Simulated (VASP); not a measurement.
# TaTeSe in VASP: density of states with PBE

Aim: the density of states of TaTeSe with PBE.

All numbers are computed with VASP 6.6.1; they aren't measurements. Logs are shortened: lines on timing, memory, paths and dates and some standing lists are left out, and cuts for length are marked.

## (1) Starting point

The cell holds a sheet with vacuum, 3 atoms: a = 3.589 Å, b = 3.589 Å, c = 30.768 Å, α = 90.00°, β = 90.00°, γ = 120.00°.

The cell was built by a generator and needn't be a form met in nature.

## (2) Density of states, PBE

Input file POSCAR:

```
TaTeSe
1.0
    3.5886383023     -0.0000003002      0.0000000000
   -1.7943188912      3.1078520849      0.0000000000
    0.0000000000      0.0000000000     30.7681902400
Ta Te Se
1 1 1
Direct
    0.6666666667      0.3333333333      0.2917431989
    0.3333333333      0.6666666667      0.3537514332
    0.3333333333      0.6666666667      0.2401423998
```

Input file INCAR.step1:

```
SYSTEM = TaTeSe
  PREC = Accurate
  ENCUT = 520
  EDIFF = 1E-7
  ISMEAR = 0
  SIGMA = 0.1
  LREAL = .False.
  LASPH = .True.
  NELM = 100
  ALGO = Fast
  ISIF = 2
  LWAVE = .False.
  LCHARG = .True.
  LMAXMIX = 4
  LDIPOL = .True.
  IDIPOL = 3
  DIPOL = 0.5 0.5 0.295
  GGA = PE
  NBANDS = 18
```

Input file KPOINTS.step1:

```
regular mesh
0
Gamma
  12 12 1
  0 0 0
```

Input file INCAR.step2:

```
SYSTEM = TaTeSe
  PREC = Accurate
  ENCUT = 520
  EDIFF = 1E-7
  ISMEAR = -5
  SIGMA = 0.1
  LREAL = .False.
  LASPH = .True.
  NELM = 100
  ALGO = Fast
  ISIF = 2
  LWAVE = .False.
  LCHARG = .False.
  LMAXMIX = 4
  LDIPOL = .True.
  IDIPOL = 3
  DIPOL = 0.5 0.5 0.295
  GGA = PE
  LORBIT = 11
  NEDOS = 1001
  ICHARG = 11
```

Input file KPOINTS.step2:

```
regular mesh
0
Gamma
  18 18 1
  0 0 0
```

Potentials or basis: VASP PAW PBE potentials, release 64 (Ta_pv, Te, Se).

The run is started by

```
$ cat potpaw_PBE.64/Ta_pv/POTCAR potpaw_PBE.64/Te/POTCAR potpaw_PBE.64/Se/POTCAR > POTCAR
$ cp INCAR.step1 INCAR
$ cp KPOINTS.step1 KPOINTS
$ mpirun -np 1 vasp_std > vasp.out
$ cp INCAR.step2 INCAR
$ cp KPOINTS.step2 KPOINTS
$ mpirun -np 1 vasp_std > vasp.out
```

OUTCAR:

```text
SYSTEM = TaTeSe
   PREC = Accurate
   ENCUT = 520
   EDIFF = 1E-7
   ISMEAR = -5
   LREAL = .False.
   LASPH = .True.
   NELM = 100
   ISIF = 2
   GGA = PE
   LORBIT = 11
   ICHARG = 11

 ion  position               nearest neighbor table
   1  0.667  0.333  0.292-   3 2.61   3 2.61   3 2.61   2 2.82   2 2.82   2 2.82
   2  0.333  0.667  0.354-   1 2.82   1 2.82   1 2.82
   3  0.333  0.667  0.240-   1 2.61   1 2.61   1 2.61

  LATTYP: Found a hexagonal cell.
 ALAT       =     3.5886383023
 C/A-ratio  =     8.5737785890

  Lattice vectors:

 A1 = (   3.5886383023,  -0.0000003002,   0.0000000000)
 A2 = (  -1.7943188912,   3.1078520849,   0.0000000000)
 A3 = (   0.0000000000,   0.0000000000,  30.7681902400)

Analysis of symmetry for initial positions (statically):
=====================================================================
 Subroutine PRICEL returns:
 Original cell was already a primitive cell.

 Routine SETGRP: Setting up the symmetry group for a
 hexagonal supercell.

 Subroutine GETGRP returns: Found  6 space group operations
 (whereof  6 operations were pure point group operations)
 out of a pool of 24 trial point group operations.

The static configuration has the point symmetry C_3v.

Analysis of symmetry for dynamics (positions and initial velocities):
=====================================================================
 Subroutine PRICEL returns:
 Original cell was already a primitive cell.

 Routine SETGRP: Setting up the symmetry group for a
 hexagonal supercell.

 Subroutine GETGRP returns: Found  6 space group operations
 (whereof  6 operations were pure point group operations)
 out of a pool of 24 trial point group operations.

The dynamic configuration has the point symmetry C_3v.

 Subroutine INISYM returns: Found  6 space group operations
 (whereof  6 operations are pure point group operations),
 and found     1 'primitive' translations

----------------------------------------------------------------------------------------

                                     Primitive cell

  volume of cell :     343.1563

  direct lattice vectors                    reciprocal lattice vectors
     3.588638302 -0.000000300  0.000000000     0.278657241  0.160882802  0.000000000
    -1.794318891  3.107852085  0.000000000     0.000000027  0.321765651  0.000000000
     0.000000000  0.000000000 30.768190240     0.000000000  0.000000000  0.032501099

  length of vectors
     3.588638302  3.588638302 30.768190240     0.321765651  0.321765651  0.032501099
[... 112 lines left out ...]
   AEXX    =    0.0000 exact exchange contribution
   IVDW    =     0    specifies the selected vdW correction
   LEPSILON=     F    determine dielectric tensor
   LRPA    =     F    only Hartree local field effects (RPA)
 non-spin polarized calculation
 RMM-DIIS sequential band-by-band and
 Fermi weights with tetrahedron method with Bloechl corrections
  energy-cutoff  :      520.00
  volume of cell :      343.16
 maximum number of plane-waves:      9327
 NGX is ok and might be reduce to    28

 number of electron      23.0000000 magnetization

 dipolmoment           0.000000      0.000000     -0.014498 electrons x Angstroem

 Free energy of the ion-electron system (eV)
  ---------------------------------------------------
  ext. energy  EPLUGINS =         0.00000000
  ---------------------------------------------------
  free energy    TOTEN  =       -20.11835081 eV

  energy without entropy =      -20.11835081  energy(sigma->0) =      -20.11835081

 E-fermi :  -2.8241     XC(G=0):  -2.5509

 val. band max:       -2.8264227815   @ k =   0.1667   0.1667   0.0000
 cond. band min:      -2.8187107802   @ k =   0.2222   0.2222   0.0000
 fundamental gap:      0.0077120013
 Fermi energy:        -2.8240980894

 k-point     1 :       0.0000    0.0000    0.0000
  band No.  band energies     occupation
      1     -37.5316      2.00000
      2     -37.5199      2.00000
      3     -37.5199      2.00000
      4     -16.4463      2.00000
      5     -14.6308      2.00000
      6      -8.0888      2.00000
      7      -4.9338      2.00000
      8      -4.9338      2.00000
      9      -4.5785      2.00000
     10      -3.2953      2.00000
     11      -3.2952      2.00000
     12      -2.1939      0.00000
     13       0.1676      0.00000
     14       0.1799      0.00000
[... 401 lines left out ...]
      2     -37.5593      2.00000
      3     -37.5051      2.00000
      4     -15.3827      2.00000
      5     -13.2124      2.00000
      6      -8.0670      2.00000
      7      -7.0308      2.00000
      8      -6.2915      2.00000
      9      -5.4787      2.00000
     10      -4.4278      2.00000
     11      -4.2703      2.00000
     12      -2.8471      1.45314
     13      -0.3152      0.00000
     14      -0.0123      0.00000
     15       0.8669      0.00000

 [... further k-points ...]

------------------------ aborting loop because EDIFF is reached ----------------------------------------

 vacuum level on the upper side and lower side of the slab       (xc-potential included)        -0.124         0.107

  FORCE on cell =-STRESS in cart. coord.  units (eV):
  Direction    XX          YY          ZZ          XY          YZ          ZX
  --------------------------------------------------------------------------------------
  -------------------------------------------------------------------------------------
  Total        0.0676018      0.0676018      0.0394621     -0.0000000     -0.0000000      0.0000000
  in kB        0.3156288      0.3156288      0.1842465     -0.0000000     -0.0000000      0.0000000
  external PRESSURE =       0.2718347 kB  Pullay stress =       0.0000000 kB

 VOLUME and BASIS-vectors are now :
 -----------------------------------------------------------------------------
  energy-cutoff  :      520.00
  volume of cell :      343.16
      direct lattice vectors                 reciprocal lattice vectors
     3.588638302 -0.000000300  0.000000000     0.278657241  0.160882802  0.000000000
    -1.794318891  3.107852085  0.000000000     0.000000027  0.321765651  0.000000000
     0.000000000  0.000000000 30.768190240     0.000000000  0.000000000  0.032501099

 POSITION                                       TOTAL-FORCE (eV/Angst)
 -----------------------------------------------------------------------------------
      1.79432      1.03595      8.97641        -0.000000      0.000000      0.017454
      0.00000      2.07190     10.88429         0.000000     -0.000000     -0.001170
      0.00000      2.07190      7.38875         0.000000     -0.000000     -0.016285
 -----------------------------------------------------------------------------------
    total drift:                               -0.001068      0.000617      0.001396

  FREE ENERGIE OF THE ION-ELECTRON SYSTEM (eV)
  ---------------------------------------------------
  free  energy   TOTEN  =       -20.1183508065 eV

  energy  without entropy=      -20.1183508065  energy(sigma->0) =      -20.11835081

 vacuum level on the upper side and lower side of the slab         2.088         2.323

 total charge

# of ion       s       p       d       tot
------------------------------------------
    1        0.281   6.151   2.286   8.718
    2        1.381   2.010   0.052   3.443
    3        1.464   2.369   0.049   3.882
--------------------------------------------------
tot          3.126  10.530   2.387  16.043
```

OSZICAR.step1:

```text
N       E                     dE             d eps       ncg     rms          rms(c)
DAV:   1     0.119013941316E+03    0.11901E+03   -0.93049E+03   868   0.881E+02
DAV:   2    -0.798310189109E+01   -0.12700E+03   -0.12464E+03   904   0.168E+02
DAV:   3    -0.208923937944E+02   -0.12909E+02   -0.12792E+02  1004   0.526E+01
DAV:   4    -0.211517517981E+02   -0.25936E+00   -0.25892E+00  1104   0.847E+00
[... 17 lines left out ...]
RMM:  22    -0.201281597873E+02   -0.17832E-05   -0.53505E-08   632   0.904E-04    0.169E-04
RMM:  23    -0.201281610398E+02   -0.12525E-05   -0.25497E-08   520   0.581E-04    0.754E-05
RMM:  24    -0.201281615269E+02   -0.48711E-06   -0.11304E-08   443   0.442E-04    0.142E-04
RMM:  25    -0.201281616288E+02   -0.10186E-06   -0.14383E-09   311   0.354E-04    0.848E-05
RMM:  26    -0.201281617199E+02   -0.91143E-07   -0.49829E-10   293   0.348E-04
   1 F= -.20128162E+02 E0= -.20120508E+02  d E =-.153075E-01
```

Wall time 3.6 min (1 thread of Intel Xeon 6975P-C (Granite Rapids), shared host); peak memory 0.58 GiB.

Results:

- Valence electrons inside the program's atomic spheres: Ta 8.72; Te 3.44; Se 3.88

States per cell in windows of 0.5 eV (zero at the Fermi level; states under -8 eV left out):
| from (eV) | total | Ta1_d | Se3_p | Te2_p | Ta1_s | Ta1_p | Te2_s |
| --- | --- | --- | --- | --- | --- | --- | --- |
| -8.0 | 0.00 | 0.00 | 0.00 | 0.00 | 0.00 | 0.00 | 0.00 |
| -7.5 | 0.00 | 0.00 | 0.00 | 0.00 | 0.00 | 0.00 | 0.00 |
| -7.0 | 0.00 | 0.00 | 0.00 | 0.00 | 0.00 | 0.00 | 0.00 |
| -6.5 | 0.00 | 0.00 | 0.00 | 0.00 | 0.00 | 0.00 | 0.00 |
| -6.0 | 0.00 | 0.00 | 0.00 | 0.00 | 0.00 | 0.00 | 0.00 |
| -5.5 | 0.62 | 0.03 | 0.10 | 0.08 | 0.05 | 0.01 | 0.01 |
| -5.0 | 1.05 | 0.08 | 0.19 | 0.11 | 0.08 | 0.01 | 0.02 |
| -4.5 | 1.17 | 0.15 | 0.22 | 0.17 | 0.02 | 0.02 | 0.01 |
| -4.0 | 1.33 | 0.15 | 0.27 | 0.17 | 0.03 | 0.03 | 0.02 |
| -3.5 | 1.23 | 0.17 | 0.27 | 0.15 | 0.01 | 0.03 | 0.02 |
| -3.0 | 1.58 | 0.26 | 0.40 | 0.19 | 0.01 | 0.03 | 0.01 |
| -2.5 | 1.43 | 0.34 | 0.37 | 0.14 | 0.00 | 0.02 | 0.00 |
| -2.0 | 0.92 | 0.13 | 0.13 | 0.21 | 0.00 | 0.02 | 0.01 |
| -1.5 | 1.77 | 0.23 | 0.28 | 0.44 | 0.00 | 0.04 | 0.02 |
| -1.0 | 1.01 | 0.27 | 0.06 | 0.27 | 0.00 | 0.02 | 0.00 |
| -0.5 | 1.04 | 0.44 | 0.09 | 0.07 | 0.00 | 0.02 | 0.00 |
| 0.0 | 0.91 | 0.43 | 0.07 | 0.04 | 0.00 | 0.01 | 0.00 |
| 0.5 | 0.09 | 0.05 | 0.01 | 0.00 | 0.00 | 0.00 | 0.00 |
| 1.0 | 0.00 | 0.00 | 0.00 | 0.00 | 0.00 | 0.00 | 0.00 |
| 1.5 | 0.08 | 0.05 | 0.00 | 0.00 | 0.00 | 0.00 | 0.00 |
| 2.0 | 1.50 | 0.78 | 0.04 | 0.11 | 0.01 | 0.01 | 0.02 |
| 2.5 | 2.87 | 1.62 | 0.15 | 0.18 | 0.03 | 0.01 | 0.01 |
| 3.0 | 1.35 | 0.63 | 0.09 | 0.06 | 0.02 | 0.01 | 0.01 |
| 3.5 | 0.49 | 0.21 | 0.03 | 0.02 | 0.02 | 0.00 | 0.00 |
| 4.0 | 0.00 | 0.00 | 0.00 | 0.00 | 0.00 | 0.00 | 0.00 |
| 4.5 | 0.00 | 0.00 | 0.00 | 0.00 | 0.00 | 0.00 | 0.00 |

Caveat: tetrahedron occupations give inexact forces and stress in metals. Spin-orbit coupling is left out, which matters for the levels of Ta, Te.
